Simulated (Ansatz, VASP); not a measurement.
**InP: VASP beside Ansatz**

Wanted: the spread between two codes on one cell, functional and k mesh. The cell is taken from a series of runs on this material, whose earlier steps may have relaxed, scaled, displaced or heated it; both programs get it as it stands.

Main program and level: Ansatz 0.2.0; plane waves, with VASP 6.6.1 beside it; single point at r2SCAN.

## Step 1: Set-up

Symmetry: F-43m, No. 216, cubic system. The conventional cell has a = 5.703 Å, b = 5.703 Å, c = 5.703 Å, α = 90.00°, β = 90.00°, γ = 90.00°. P has 4 In at 2.47 Å nearest. Nearest to In lie 4 P at 2.47 Å. Farther neighbours are not listed.

## Step 2: VASP: single point, r2SCAN, pair 1

A single point gives forces, pressure and levels at one fixed geometry, so differences don't come from the geometry; what else differs is listed under the comparison.

Lines of VASP's logs that name or quote its potential files are left out, and so is its time.

The input, INCAR:

```
SYSTEM = InP
PREC = Accurate
ENCUT = 550
EDIFF = 1E-06
NELM = 120
ISMEAR = 0
SIGMA = 0.02
LREAL = .FALSE.
ALGO = Normal
METAGGA = R2SCAN
LASPH = .TRUE.
NBANDS = 15
LORBIT = 11
LWAVE = .FALSE.
LCHARG = .FALSE.
ISIF = 2
GGA_COMPAT = .FALSE.
EFERMI = MIDGAP
LMIXTAU = .TRUE.
KPAR = 2
```

The input, POSCAR:

```
InP
1.0
    0.0000000000      2.8517373055      2.8517373055
    2.8517373055      0.0000000000      2.8517373055
    2.8517373055      2.8517373055      0.0000000000
P In
1 1
Direct
    0.7500000000      0.7500000000      0.7500000000
    0.0000000000      1.0000000000      0.0000000000
```

The input, KPOINTS:

```
Automatic mesh
0
Gamma
12 12 12
0 0 0
```

Potentials, in the order of the species: P and In_d (PBE family, release 64).

Started as:

```console
> mpirun -np 2 vasp_std
```

Numbers of over 12 decimals in the logs are rounded to 6 here.

The log of the run:

```text
[banner, memory and clock lines left out]
running    2 mpi-ranks, on    1 nodes
 distrk:  each k-point on    1 cores,    2 groups
 distr:  one band on    1 cores,    1 groups

 POSCAR found type information on POSCAR P In
 POSCAR found :  2 types and       2 ions
|                                                                             |
|               ----> ADVICE to this user running VASP <----                  |
|                                                                             |
|     You enforced a specific xc type in the INCAR file but a different       |
|     [... a line on the potential file left out ...]
|     I HOPE YOU KNOW WHAT YOU ARE DOING!                                     |
|                                                                             |

 LDA part: xc-table for (None), standard interpolation
 POSCAR, INCAR and KPOINTS ok, starting setup
 FFT: planning ... GRIDC
 FFT: planning ... GRID_SOFT
 FFT: planning ... GRID
 WAVECAR not read
 entering main loop
       N       E                     dE             d eps       ncg     rms          rms(c)
DAV:   1     0.928613466062E+02    0.92861E+02   -0.90006E+03  2174   0.147E+03
DAV:   2    -0.277394574948E+02   -0.12060E+03   -0.11578E+03  2377   0.336E+02
DAV:   3    -0.355495437412E+02   -0.78101E+01   -0.77671E+01  2818   0.840E+01
DAV:   4    -0.357639958579E+02   -0.21445E+00   -0.21437E+00  2832   0.144E+01
DAV:   5    -0.357739675549E+02   -0.99717E-02   -0.99715E-02  3210   0.266E+00    0.864E+00
DAV:   6    -0.321719555518E+02    0.36020E+01   -0.20476E+00  2692   0.357E+01    0.437E+00
DAV:   7    -0.322177230807E+02   -0.45768E-01   -0.64923E-01  2713   0.113E+01    0.290E+00
DAV:   8    -0.321254268928E+02    0.92296E-01   -0.25104E-01  2181   0.654E+00    0.158E+00
DAV:   9    -0.321261085412E+02   -0.68165E-03   -0.36203E-01  2160   0.628E+00    0.873E-01
DAV:  10    -0.320776402271E+02    0.48468E-01   -0.10004E-01  2160   0.364E+00    0.257E-01
DAV:  11    -0.321670270392E+02   -0.89387E-01   -0.47071E-02  2174   0.206E+00    0.752E-02
DAV:  12    -0.321678806436E+02   -0.85360E-03   -0.38915E-03  2867   0.729E-01    0.858E-02
DAV:  13    -0.321653853423E+02    0.24953E-02   -0.48322E-03  2195   0.688E-01    0.129E-01
DAV:  14    -0.321639919540E+02    0.13934E-02   -0.28074E-04  3007   0.197E-01    0.893E-02
DAV:  15    -0.321685808749E+02   -0.45889E-02   -0.22198E-03  2174   0.456E-01    0.298E-02
DAV:  16    -0.321686911395E+02   -0.11026E-03   -0.64059E-05  3021   0.860E-02    0.131E-02
DAV:  17    -0.321686824633E+02    0.86762E-05   -0.13764E-06  2059   0.114E-02    0.118E-02
DAV:  18    -0.321687137089E+02   -0.31246E-04   -0.52892E-06  2427   0.297E-02    0.215E-02
DAV:  19    -0.321687306667E+02   -0.16958E-04   -0.10761E-05  2251   0.315E-02    0.165E-02
DAV:  20    -0.321687318789E+02   -0.12122E-05   -0.70386E-07  2291   0.760E-03    0.128E-02
DAV:  21    -0.321687318454E+02    0.33529E-07   -0.14803E-07  1227   0.687E-03
   1 F= -.32168732E+02 E0= -.32168732E+02  d E =0.000000E+00
```

From OUTCAR (step 2):

```text
ion  position               nearest neighbor table
   1  0.750  0.750  0.750-   2 2.47   2 2.47   2 2.47   2 2.47
   2  0.000  0.000  0.000-   1 2.47   1 2.47   1 2.47   1 2.47

  LATTYP: Found a face centered cubic cell.
 ALAT       =     5.7034746110

 Subroutine GETGRP returns: Found 24 space group operations
 (whereof 24 operations were pure point group operations)

The static configuration has the point symmetry T_d .

 Found     72 irreducible k-points:

   k-points           NKPTS =     72   k-points in BZ     NKDIM =     72   number of bands    NBANDS=     15

   dimension x,y,z NGX =    32 NGY =   32 NGZ =   32
   dimension x,y,z NGXF=    64 NGYF=   64 NGZF=   64

   ENCUT  =  550.0 eV  40.42 Ry    6.36 a.u.   7.71  7.71  7.71*2*pi/ulx,y,z

   NELECT =      18.0000    total number of electrons

 k-points in reciprocal lattice and weights: Automatic mesh
   0.00000000  0.00000000  0.00000000       0.001
   0.08333333  0.00000000  0.00000000       0.005
   0.16666667  0.00000000  0.00000000       0.005
   0.25000000  0.00000000  0.00000000       0.005
   0.33333333  0.00000000  0.00000000       0.005
   0.41666667  0.00000000  0.00000000       0.005
   0.50000000  0.00000000  0.00000000       0.002
   0.08333333  0.08333333  0.00000000       0.003
   0.16666667  0.08333333  0.00000000       0.014
[...]
-0.33333333  0.50000000  0.16666667       0.007
  -0.25000000  0.50000000  0.25000000       0.003

 average (electrostatic) potential at core
       1 -84.8728       2-100.3828

 E-fermi :   6.7796

 k-point     1 :       0.0000    0.0000    0.0000
  band No.  band energies     occupation
    ...
      5      -8.6581      2.00000
      6      -6.6567      2.00000
      7       5.9585      2.00000
      8       5.9585      2.00000
      9       5.9585      2.00000
     10       7.6007      0.00000
     11      10.3832      0.00000
     12      10.3832      0.00000
     13      10.3832      0.00000
     14      15.5302      0.00000
    ...

 k-point     2 :       0.0833    0.0000    0.0000
  band No.  band energies     occupation
    ...
      5      -8.6581      2.00000
      6      -6.5594      2.00000
      7       5.1260      2.00000
      8       5.8538      2.00000
      9       5.8538      2.00000
     10       8.1218      0.00000
     11      10.4560      0.00000
     12      10.5380      0.00000
     13      10.5380      0.00000
     14      15.5858      0.00000
    ...

 k-point     3 :       0.1667    0.0000    0.0000
  band No.  band energies     occupation
    ...
      5      -8.6575      2.00000
      6      -6.2773      2.00000
      7       3.7209      2.00000
      8       5.5987      2.00000
      9       5.5987      2.00000
     10       8.4752      0.00000
     11      10.8859      0.00000
     12      10.8859      0.00000
     13      10.9822      0.00000
     14      15.0902      0.00000
    ...

  Total        2.5848500      2.5848500      2.5848500      0.0000000      0.0000000      0.0000000
  in kB       89.2868238     89.2868238     89.2868238      0.0000000      0.0000000      0.0000000
  external PRESSURE =      89.2868238 kB  Pullay stress =       0.0000000 kB

  energy-cutoff  :      550.00
  volume of cell :       46.38
      direct lattice vectors                 reciprocal lattice vectors
     0.000000000  2.851737305  2.851737305    -0.175331718  0.175331718  0.175331718
     2.851737305  0.000000000  2.851737305     0.175331718 -0.175331718  0.175331718
     2.851737305  2.851737305  0.000000000     0.175331718  0.175331718 -0.175331718

 POSITION                                       TOTAL-FORCE (eV/Angst)
 -----------------------------------------------------------------------------------
      4.27761      4.27761      4.27761         0.000000      0.000000      0.000000
      0.00000      0.00000      0.00000        -0.000000     -0.000000     -0.000000
 -----------------------------------------------------------------------------------
    total drift:                                0.000000      0.000000      0.000000

  FREE ENERGIE OF THE ION-ELECTRON SYSTEM (eV)
  ---------------------------------------------------
  free  energy   TOTEN  =       -32.1687318454 eV

  energy  without entropy=      -32.1687318454  energy(sigma->0) =      -32.16873185

 total charge
# of ion       s       p       d       tot
------------------------------------------
    1        1.014   1.572   0.000   2.585
    2        0.828   0.899   9.918  11.646
--------------------------------------------------
tot          1.842   2.471   9.918  14.231

[... 3 further parts left out ...]
```

The run ends at a pressure of 8.93 GPa.

## Step 3: Ansatz: single point, r2SCAN, pair 1

Ansatz runs on its PAW soft_1 files.

The same cell, functional, mesh and smearing now go to Ansatz, which takes its cutoff from its data sets.

The input, input.yaml:

```yaml
crystal:
  lattice:
    - [0.0, 2.8517373055, 2.8517373055]
    - [2.8517373055, 0.0, 2.8517373055]
    - [2.8517373055, 2.8517373055, 0.0]
  atoms:
    - { symbol: P, position: [0.75, 0.75, 0.75] }
    - { symbol: In, position: [0.0, 0.0, 0.0] }
kpoints:
  mp_grid: { grid: [12, 12, 12] }
hamiltonian:
  xc: r2scan
  pseudopotentials: { kind: paw, azcp: { folder: soft_1 } }
scf:
  occupations: { method: gaussian, width: 0.02 }
output:
  forces: true
  stress: true
  eigenvalues: true
```

Started as:

```console
> ansatz run input.yaml --threads 4 --pin off --max-ram 10240MiB --backend cpu --events-out ev --progress --plain --runs-dir out
```

The log of the run:

```text
Engine: ansatz 0.2.0, x86_64-unknown-linux-gnu
Pseudopotentials: kind: paw
Pseudopotential: P, paw, valence charge 5, recommended cutoff 500 eV (meta_gga), soft_1/P.paw.azcp
Pseudopotential: In, paw, valence charge 13, recommended cutoff 500 eV (meta_gga), soft_1/In.paw.azcp
Functional definition: r2SCAN
  parameter k0 = 0.174
  parameter k1 = 0.065
  parameter a1 = 4.9479
  exchange = r2scan_x(k0 = k0, k1 = k1, a1 = a1)
  correlation = r2scan_c
Crystal: 2 atoms, lattice volume = 46.383 Å³
Basis set: ecut = 500 eV, 1243 PW (Γ), exchange–correlation on 120×120×120 points (64 copies of the dense FFT grid, shifted against one another)
Bands: 13, of which v1, the nominal top of the filled ones, is band 9 counted from 1 (8 counted from 0)
Symmetry: 24 space group operations
Space group: F-43m (ITA 216), of the structure as read, at distance tolerance 3.6e-5 Å
k-points: 72 of 1728 (time reversal used)
Non-local potential: P, projectors of the file, l = 0: 2, l = 1: 2, l = 2: 1
Non-local potential: In, projectors of the file, l = 0: 2, l = 1: 2, l = 2: 2, l = 3: 1
PAW form: soft (Blöchl's): semilocal exchange-correlation on the pseudo side does not see the compensation charge
PAW frozen core: P, regenerated for the run's functional (the file was generated under x = pbe(κ = 0.804, μ = 0.219515), c = pbe(β = 0.066725))
PAW frozen core: In, regenerated for the run's functional (the file was generated under x = pbe(κ = 0.804, μ = 0.219515), c = pbe(β = 0.066725))
PAW one-centre angular grid: P, 302 points (default); XC on 160 Gauss nodes
PAW one-centre angular grid: In, 590 points (default); XC on 160 Gauss nodes
Initial density: superposition of atomic densities (chi_scale 0.1, normalization cell, long waves kept (reshape's long-wave potential 0.00 eV rms))
Initial wavefunctions: pseudopotential atomic-orbital guess
Functional: x = r2scan, c = r2scan; τ floored in thin density (d = 2e-4 eV/Å³)
SCF iter   1: F=—  HF=-6371.768123 eV  |F-HF|=—  |Δ(HF+E_count)|=         —  Δρ=3.88e-2  dr2=8.67e-1  dr2_τ=3.19e-2  ethr=3.10e-3  ⟨swp⟩=6.6  Hψ=6605  notcnv=0
preconditioner: auto → none  [insulator: Δε(μ)=1.738 eV  Ē_g=15.681 eV  σ=0.020 eV  W_gap=1.00  n_scr=14 (ndim 8)  ℏωp=23.1 eV  f_vac=0.000  D(μ)=0.00/eV (n_scr^D=0)  ε∞_Penn≈3.2]
SCF iter   2: F=—  HF=-6371.649175 eV  |F-HF|=—  |Δ(HF+E_count)|=   1.19e-1  Δρ=1.76e-2  dr2=8.49e-2  dr2_τ=1.79e-3  ethr=3.10e-3  ⟨swp⟩=3.1  Hψ=2185  notcnv=0
SCF iter   3: F=—  HF=-6371.666958 eV  |F-HF|=—  |Δ(HF+E_count)|=   1.78e-2  Δρ=6.04e-3  dr2=1.16e-2  dr2_τ=4.62e-4  ethr=4.72e-4  ⟨swp⟩=2.8  Hψ=1606  notcnv=0
SCF iter   4: F=—  HF=-6371.668584 eV  |F-HF|=—  |Δ(HF+E_count)|=   1.63e-3  Δρ=9.78e-4  dr2=3.59e-4  dr2_τ=1.06e-5  ethr=6.46e-5  ⟨swp⟩=3.1  Hψ=1884  notcnv=0
SCF iter   5: F=—  HF=-6371.668481 eV  |F-HF|=—  |Δ(HF+E_count)|=   1.03e-4  Δρ=1.72e-4  dr2=5.38e-6  dr2_τ=3.24e-7  ethr=2.00e-6  ⟨swp⟩=2.0  Hψ=1607  notcnv=0
SCF iter   6: F=—  HF=-6371.668482 eV  |F-HF|=—  |Δ(HF+E_count)|=   1.63e-6  Δρ=2.34e-5  dr2=2.91e-7  dr2_τ=4.22e-9  ethr=2.99e-8  ⟨swp⟩=3.0  Hψ=1802  notcnv=0
SCF iter   7: F=-6371.668482 eV  HF=-6371.668482 eV  |F-HF|=2.89e-9  |Δ(HF+E_count)|=   4.02e-8  Δρ=3.33e-6  dr2=4.25e-9  dr2_τ=1.03e-10  ethr=5.56e-10  ⟨swp⟩=6.9  Hψ=4955  notcnv=0
SCF 1 converged in 7 iterations: F = -6371.668482 eV  dr2 = 4.25e-9
  greatest PAW one-centre occupation: 0.980 electrons in one spin orbital (limit 2), on the In atom at site 1 (counted from 0), in its partial waves of l = 2
SCF converged after 7 iterations
Free energy (F): -6371.668482 eV
Harris-Foulkes:  -6371.668482 eV  (|F-HF|=2.89e-9)
Internal energy: -6371.668482 eV  (E = F + TS)
E sigma→0 (E₀):  -6371.668482 eV
Fermi energy:    8.766281 eV
--- Per-component energies (eV) ---
  E_band       = -45.171106
  E_kinetic    = 290.814459
  E_local      = -1282.825277  (includes V_loc(G=0)·N_el)
  E_nonlocal   = 359.512464
  E_hartree    = 518.167574
  E_xc         = -200.896173
  E_vxc        = -161.590230  (∫ρ·V_xc dr)
  E_paw        = -4802.892881  (= ΣΔE_a)
  E_vpaw       = -296.855264  (= ΣTr[D̂ρ^β])
  E_aug_tail   = -0.000087  (compensation charges beyond the density's cutoff)
  E_vtau       = 9.438824  (kinetic-family band-sum trace: ∫τ·v_τ [+ j·A + Jᵃ·Aᵃ] dr)
  E_ewald      = -1254.423269
  E_core_change = 0.874707  (= ΣΔE_core)
  E_smearing   = -0.000000  (= −TS)
  E_closure    = -0.000000  (closes the sum)
  Σ components = -6371.668482   (vs F -6371.668482, Δ=0.00e0)
--- Forces (eV/Å), atoms counted from 1 ---
  atom   1  P      0.00000000    -0.00000000     0.00000000
  atom   2  In    -0.00000000     0.00000000    -0.00000000
  max |Σ_I F_I| component: 7.40e-17 eV/Å
--- Stress (GPa, compression-positive) ---
        9.132774      -0.000000      -0.000000
        0.000000       9.132774       0.000000
        0.000000       0.000000       9.132774
  P = ⅓ Tr σ = 9.1328 GPa (91.328 kbar)
--- Band table (eV; the first three rows and the last of 72) ---
  k-point 0: bands = [... 5 lower, -4.6639, 7.9509, 7.9509, 7.9509, 9.5814, 12.3579, 12.3579, 12.3579]
  k-point 1: bands = [... 5 lower, -4.5669, 7.1166, 7.8461, 7.8461, 10.1031, 12.4335, 12.5123, 12.5123]
  k-point 2: bands = [... 5 lower, -4.2859, 5.7110, 7.5908, 7.5908, 10.4552, 12.8594, 12.8594, 12.9640]
  k-point 71: bands = [... 5 lower, -1.6682, 1.8635, 4.5195, 4.5475, 12.5269, 13.0684, 14.1739, 14.5256]
```

Reading the cycles: dr2 is the Hartree energy of the density residual (eV), the measure of convergence; HF is the Harris–Foulkes estimate of the energy, which meets the free energy F at convergence.

The run ends at a pressure of 9.13 GPa.

## Step 4: Side by side

Known differences besides the potentials themselves: VASP keeps PBE cores, Ansatz makes them for the functional; the cutoff is 500 eV in Ansatz and 550 eV in VASP. Total energies have different zeros and are not compared.

Both answers:

```csv
quantity,Ansatz,VASP,difference
pressure (GPa),9.13,8.93,+0.20
gap on the k mesh (eV),1.630,1.642,-0.012
```

A gap on the mesh is an upper bound, since the band edges may lie between its points.

## Step 5: VASP: single point, r2SCAN, pair 2

With cell and atoms fixed, the geometry can't cause a difference; cores, projectors, grids and the points listed under the comparison can. The cell compared in this pair holds 47.41 Å³, against 46.38 Å³ for the pair before.

INCAR is that of step 2.

The input, POSCAR:

```
InP
1.0
    0.0000000000      2.8727067152      2.8727067152
    2.8727067152      0.0000000000      2.8727067152
    2.8727067152      2.8727067152      0.0000000000
P In
1 1
Direct
    0.7500000000      0.7500000000      0.7500000000
    0.0000000000      0.0000000000      0.0000000000
```

KPOINTS is that of step 2.

Started as:

```console
> mpirun -np 2 vasp_std
```

The log of the run:

```text
[banner, memory and clock lines left out]
running    2 mpi-ranks, on    1 nodes
[...]
[... a notice as in an earlier step ...]

 LDA part: xc-table for (None), standard interpolation
 POSCAR, INCAR and KPOINTS ok, starting setup
[...]
entering main loop
       N       E                     dE             d eps       ncg     rms          rms(c)
DAV:   1     0.914329396339E+02    0.91433E+02   -0.89531E+03  2174   0.144E+03
DAV:   2    -0.276119513908E+02   -0.11904E+03   -0.11426E+03  2328   0.332E+02
DAV:   3    -0.355879531083E+02   -0.79760E+01   -0.79297E+01  2811   0.843E+01
DAV:   4    -0.358128331323E+02   -0.22488E+00   -0.22476E+00  2749   0.146E+01
[...]
DAV:  17    -0.322193553854E+02    0.11423E-05   -0.30936E-06  2405   0.256E-02    0.113E-02
DAV:  18    -0.322193604725E+02   -0.50871E-05   -0.35498E-06  2377   0.270E-02    0.370E-03
DAV:  19    -0.322193599962E+02    0.47629E-06   -0.98868E-07  1745   0.128E-02
   1 F= -.32219360E+02 E0= -.32219360E+02  d E =0.000000E+00
```

Parts of OUTCAR (step 5):

```text
  Total        1.9927951      1.9927951      1.9927951      0.0000000      0.0000000     -0.0000000
  in kB       67.3394193     67.3394193     67.3394193      0.0000000      0.0000000     -0.0000000
  external PRESSURE =      67.3394193 kB  Pullay stress =       0.0000000 kB

 POSITION                                       TOTAL-FORCE (eV/Angst)
 -----------------------------------------------------------------------------------
      4.30906      4.30906      4.30906         0.000000      0.000000      0.000000
      0.00000      0.00000      0.00000        -0.000000     -0.000000     -0.000000
 -----------------------------------------------------------------------------------
    total drift:                                0.000000      0.000000      0.000000

  FREE ENERGIE OF THE ION-ELECTRON SYSTEM (eV)
  ---------------------------------------------------
  free  energy   TOTEN  =       -32.2193599962 eV

  energy  without entropy=      -32.2193599962  energy(sigma->0) =      -32.21936000

[... 1 part as in an earlier step ...]

[... 2 further parts left out ...]
[key lines of the parts left out:]
E-fermi :   6.4528
```

The run ends at a pressure of 6.73 GPa.

[end of part 1 of 2]

[Lines on the potential files, build, host, timing and source positions are cut from VASP's logs without a mark.]

[Logs are printed without paths, hosts, clocks, repeated set-up lines and the standing remarks that a program may print on its own settings, such as how far it seeks lower states.]

[Hosts, paths, dates, database ids (printed as entryN), source tags and the programs' standing remarks are cut or masked in the printed files.]
